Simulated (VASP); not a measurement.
A convergence study with VASP on Cs (bcc): one setting is varied, all else stays as given below, so the limit is that of these other settings.

```yaml
crystal:
  lattice:
    - [-3.05000, 3.05000, 3.05000]
    - [3.05000, -3.05000, 3.05000]
    - [3.05000, 3.05000, -3.05000]
  atoms:
    - { symbol: Cs, position: [0.00000, 0.00000, 0.00000] }
```

These are PBE GGA, VASP's PBE PAW potentials (set 64) (plane waves; VASP) values and carry that method's errors. The tightest run used: 550 eV cut-off, 14×14×14 Monkhorst-Pack mesh, first-order Methfessel-Paxton smearing of 0.10 eV, potentials Cs_sv.

The reference is 14×14×14 mesh, which took about 50 core-seconds. Times come from single runs on busy shared machines, so they are rough: good to a factor of about 2.

Task: Of the settings 1×1×1 mesh; 2×2×2 mesh; 3×3×3 mesh; 4×4×4 mesh; 5×5×5 mesh; 6×6×6 mesh; 7×7×7 mesh; 8×8×8 mesh; 9×9×9 mesh; 10×10×10 mesh; 11×11×11 mesh; 12×12×12 mesh; 13×13×13 mesh; 14×14×14 mesh, which is the lowest that keeps the difference from the reference in E (eV/atom) within 0.005 from there on, and what does it cost?

Result: 9×9×9 mesh; its cost over the reference is about 1/3.
```
setting        difference in E (eV/atom)  cost over the reference
-------------  -------------------------  -----------------------
1×1×1 mesh                        0.7702               about 1/10
2×2×2 mesh                        0.1187               about 1/10
3×3×3 mesh                        0.0726                about 1/9
4×4×4 mesh                        0.0095                about 1/8
5×5×5 mesh                        0.0027                about 1/6
6×6×6 mesh                        0.0083                about 1/5
7×7×7 mesh                        0.0004                about 1/4
8×8×8 mesh                        0.0066                about 1/3
9×9×9 mesh                        0.0008                about 1/3
10×10×10 mesh                     0.0024                about 1/2
11×11×11 mesh                     0.0009     within a factor of 2
12×12×12 mesh                     0.0007     within a factor of 2
13×13×13 mesh                     0.0001     within a factor of 2
14×14×14 mesh                     0.0000                reference
```

Left out are rungs that failed or repeat a setting and relaxations that didn't move; long series are thinned to 24 rows.

The compound is Cs in the bcc structure. The cell was not relaxed at this level.
